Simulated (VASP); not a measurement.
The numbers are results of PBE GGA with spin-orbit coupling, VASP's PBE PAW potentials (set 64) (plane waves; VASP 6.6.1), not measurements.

Input for VASP

File POSCAR:
```
YP
1
   -1.8906180000     1.8906180000     6.4007000000
    1.8906180000    -1.8906180000     6.4007000000
    1.8906180000     1.8906180000    -6.4007000000
Y P
2 2
Direct
  0.7500000000   0.7500000000   0.0000000000
  0.5000000000   0.0000000000   0.5000000000
  0.1660000000   0.1660000000   0.0000000000
  0.9160000000   0.4160000000   0.5000000000
```

**KPOINTS**
```
Automatic mesh
0
gamma
 6 6 6
0 0 0
```

### INCAR
```
LCHARG  =  .False.
NELM  =  100   # most electronic steps
MAGMOM  =  12*0.0
ISMEAR  =  -1
LMAXMIX  =  4   # l cut-off of mixed one-centre charges
LORBIT  =  11   # lm-projected
PREC  =  Accurate
LREAL  =  .False.
EDIFF  =  1E-6   # SCF stop (eV)
LWAVE  =  .False.
ALGO  =  Normal   # blocked Davidson
GGA  =  PE   # PBE
LSORBIT  =  .True.
ISIF  =  2   # forces and stress, cell fixed
SIGMA  =  0.1   # width (eV)
SYSTEM  =  YP
ENCUT  =  300
GGA_COMPAT  =  .False.
LASPH  =  .True.
LNONCOLLINEAR  =  .True.
```

POTCAR, in this order: Y_sv P (PBE.64 set). Program: vasp_ncl.

The run wrote:

### OUTCAR
```
 ion  position               nearest neighbor table
   1  0.750  0.750  0.000-   4 2.84   4 2.84   3 2.88   3 2.88   3 2.88   3 2.88   2 3.72   2 3.72
                             2 3.72   2 3.72
   2  0.500  0.000  0.500-   3 2.84   3 2.84   4 2.88   4 2.88   4 2.88   4 2.88   1 3.72   1 3.72
                             1 3.72   1 3.72
   3  0.166  0.166  0.000-   2 2.84   2 2.84   1 2.88   1 2.88   1 2.88   1 2.88
   4  0.916  0.416  0.500-   1 2.84   1 2.84   2 2.88   2 2.88   2 2.88   2 2.88
  LATTYP: Found a body centered tetragonal cell.
 ALAT       =     3.7812360000
 C/A-ratio  =     3.3855067496
 Subroutine PRICEL returns:
 Original cell was already a primitive cell.
 Subroutine GETGRP returns: Found  8 space group operations
The static configuration has the point symmetry C_2v.
 The point group associated with its full space group is C_4v.
The dynamic configuration has the point symmetry C_2v.
The overall configuration has the point symmetry C_2v.
 Subroutine INISYM returns: Found  8 space group operations
 Subroutine IBZKPT returns following result:
 Found     48 irreducible k-points:

 Following reciprocal coordinates:
            Coordinates               Weight
  0.000000  0.000000  0.000000      1.000000
  0.166667  0.000000 -0.000000      4.000000
 -0.166667 -0.000000  0.000000      4.000000
  0.333333  0.000000 -0.000000      4.000000
 -0.333333 -0.000000  0.000000      4.000000
  0.500000  0.000000 -0.000000      4.000000
  0.166667  0.166667 -0.000000      4.000000
 -0.166667 -0.166667  0.000000      4.000000
  0.333333  0.166667 -0.000000      8.000000
 -0.333333 -0.166667  0.000000      8.000000
  0.500000  0.166667 -0.000000      8.000000
  0.500000 -0.166667 -0.000000      8.000000
 -0.333333  0.166667  0.000000      8.000000
  0.333333 -0.166667 -0.000000      8.000000
 -0.166667  0.166667  0.000000      4.000000
  0.333333  0.333333 -0.000000      4.000000
 -0.333333 -0.333333  0.000000      4.000000
  0.500000  0.333333 -0.000000      8.000000
  0.500000 -0.333333 -0.000000      8.000000
 -0.333333  0.333333  0.000000      4.000000
  0.500000  0.500000 -0.000000      2.000000
  0.166667  0.166667  0.166667      4.000000
 -0.166667 -0.166667 -0.166667      4.000000
  0.333333  0.166667  0.166667      8.000000
 -0.166667  0.166667  0.166667      4.000000
  0.333333  0.333333  0.166667      2.000000
 -0.333333 -0.333333 -0.166667      2.000000
 -0.333333  0.333333  0.166667      8.000000
 -0.166667  0.333333  0.166667      4.000000
  0.166667 -0.333333 -0.166667      4.000000
  0.500000  0.500000  0.166667      4.000000
 -0.333333  0.500000  0.166667      8.000000
  0.333333  0.500000 -0.166667      8.000000
 -0.166667  0.500000  0.166667      4.000000
  0.166667  0.500000 -0.166667      4.000000
 -0.333333 -0.333333  0.166667      4.000000
  0.333333  0.333333 -0.166667      4.000000
 -0.166667 -0.333333  0.166667      4.000000
  0.166667  0.333333 -0.166667      4.000000
 -0.166667 -0.166667  0.166667      1.000000
   k-points           NKPTS =     48   k-points in BZ     NKDIM =     48   number of bands    NBANDS=     40
   number of dos      NEDOS =    301   number of ions     NIONS =      4
   total plane-waves  NPLWV =  64000
   dimension x,y,z NGX =    40 NGY =   40 NGZ =   40
   dimension x,y,z NGXF=    80 NGYF=   80 NGZF=   80
   ions per type =               2   2
   PREC   = accura    normal or accurate (medium, high low for compatibility)
   ISTART =      0    job   : 0-new  1-cont  2-samecut
   ICHARG =      2    charge: 1-file 2-atom 10-const
   ISPIN  =      1    spin polarized calculation?
   LNONCOLLINEAR =      T non collinear calculations
   LSORBIT =      T    spin-orbit coupling
...
```

File OSZICAR:
```
       N       E                     dE             d eps       ncg     rms          rms(c)
DAV:   1     0.137409930493E+03    0.13741E+03   -0.11313E+04  3872   0.101E+03
DAV:   2    -0.176299696274E+02   -0.15504E+03   -0.14786E+03  4600   0.278E+02
DAV:   3    -0.306883629306E+02   -0.13058E+02   -0.12865E+02  5768   0.576E+01
DAV:   4    -0.316439020284E+02   -0.95554E+00   -0.95378E+00  5744   0.150E+01
DAV:   5    -0.316793125361E+02   -0.35411E-01   -0.35408E-01  5312   0.273E+00    0.390E+01
DAV:   6    -0.288488096271E+02    0.28305E+01   -0.83529E+00  4192   0.119E+01    0.299E+01
DAV:   7    -0.288873329849E+02   -0.38523E-01   -0.36254E+00  5832   0.790E+00    0.105E+01
DAV:   8    -0.287952503444E+02    0.92083E-01   -0.10012E+00  4272   0.407E+00    0.424E+00
DAV:   9    -0.287977338873E+02   -0.24835E-02   -0.41123E-02  5432   0.114E+00    0.770E-01
DAV:  10    -0.287951080848E+02    0.26258E-02   -0.36459E-02  4488   0.729E-01    0.424E-01
DAV:  11    -0.287940212746E+02    0.10868E-02   -0.84802E-03  4768   0.489E-01    0.865E-02
DAV:  12    -0.287940488500E+02   -0.27575E-04   -0.40452E-04  5304   0.116E-01    0.840E-02
DAV:  13    -0.287940448895E+02    0.39605E-05   -0.82321E-05  4608   0.473E-02    0.128E-02
DAV:  14    -0.287940471285E+02   -0.22390E-05   -0.50417E-06  4728   0.141E-02    0.547E-03
DAV:  15    -0.287940474681E+02   -0.33963E-06   -0.59621E-07  3264   0.465E-03
   1 F= -.28794047E+02 E0= -.28781297E+02  d E =-.255009E-01  mag=    -0.0000     0.0000     0.0000
```

### OUTCAR
```
------------------------ aborting loop because EDIFF is reached ----------------------------------------
  FORCE on cell =-STRESS in cart. coord.  units (eV):
  Direction    XX          YY          ZZ          XY          YZ          ZX
  --------------------------------------------------------------------------------------
  Total       -0.9441279     -0.9441279      3.2434181      0.0000000      0.0000000      0.0000000
  in kB      -16.5289928    -16.5289928     56.7830194      0.0000000      0.0000000      0.0000000
  external PRESSURE =       7.9083446 kB  Pullay stress =       0.0000000 kB
  volume of cell :       91.52
      direct lattice vectors                 reciprocal lattice vectors
    -1.890618000  1.890618000  6.400700000     0.000000000  0.264463789  0.078116456
     1.890618000 -1.890618000  6.400700000     0.264463789  0.000000000  0.078116456
     1.890618000  1.890618000 -6.400700000     0.264463789  0.264463789  0.000000000
 POSITION                                       TOTAL-FORCE (eV/Angst)
 -----------------------------------------------------------------------------------
      0.00000      0.00000      9.60105        -0.000000      0.000000     -0.137506
      0.00000      1.89062      0.00000         0.000000     -0.000000     -0.137506
      0.00000      0.00000      2.12503        -0.000000     -0.000000      0.137506
      0.00000      1.89062      5.32538         0.000000      0.000000      0.137506
 -----------------------------------------------------------------------------------
    total drift:                                0.000000      0.000000      0.000381
  FREE ENERGIE OF THE ION-ELECTRON SYSTEM (eV)
  ---------------------------------------------------
  free  energy   TOTEN  =       -28.7940474681 eV

  energy  without entropy=      -28.7685465967  energy(sigma->0) =      -28.78129703

 total charge

# of ion       s       p       d       f       tot
--------------------------------------------------
    1        2.189   6.361   0.985   0.043   9.577
    2        2.189   6.361   0.985   0.043   9.577
    3        1.027   1.533   0.000   0.000   2.560
    4        1.027   1.533   0.000   0.000   2.560
--------------------------------------------------
tot          6.431  15.787   1.970   0.085  24.274

 magnetization (x)

# of ion       s       p       d       f       tot
--------------------------------------------------
    1       -0.000  -0.000  -0.000   0.000  -0.000
    2        0.000  -0.000   0.000   0.000  -0.000
    3        0.000  -0.000   0.000   0.000  -0.000
    4        0.000  -0.000   0.000   0.000  -0.000
--------------------------------------------------
tot         -0.000  -0.000  -0.000   0.000  -0.000

 magnetization (y)

# of ion       s       p       d       f       tot
--------------------------------------------------
    1        0.000   0.000   0.000   0.000   0.000
    2        0.000   0.000   0.000  -0.000   0.000
    3        0.000   0.000   0.000   0.000   0.000
    4        0.000   0.000   0.000   0.000   0.000
--------------------------------------------------
tot          0.000   0.000   0.000  -0.000   0.000

 magnetization (z)

# of ion       s       p       d       f       tot
--------------------------------------------------
    1        0.000   0.000   0.000  -0.000   0.000
    2        0.000  -0.000  -0.000   0.000  -0.000
    3        0.000   0.000   0.000   0.000   0.000
    4        0.000   0.000   0.000   0.000   0.000
--------------------------------------------------
tot          0.000   0.000   0.000   0.000   0.000

 Ion:    1  E_soc:     -0.0960715

 Ion:    2  E_soc:     -0.0960715

 Ion:    3  E_soc:     -0.0011349

 Ion:    4  E_soc:     -0.0011349
```
(Selected blocks of OUTCAR.)

At this cut-off the stress carries a Pulay error, which pulls relaxed volumes low.

The structure was generated: YP was put into an ordered model structure, which need not be its known phase. The cell was not relaxed at this level. The k-mesh is coarse (spacing up to 0.39 per Å, 2π included), so the numbers may not be converged in it. The run is one of a series of settings (GGA_COMPAT = .FALSE., LNONCOLLINEAR = .TRUE., LSORBIT = .TRUE., MAGMOM = 0.0 0.0 0.0 0.0 0.0 0.0 0.0 0.0 0.0 0.0 0.0 0.0, program vasp_ncl against the base run), some of them coarse on purpose.
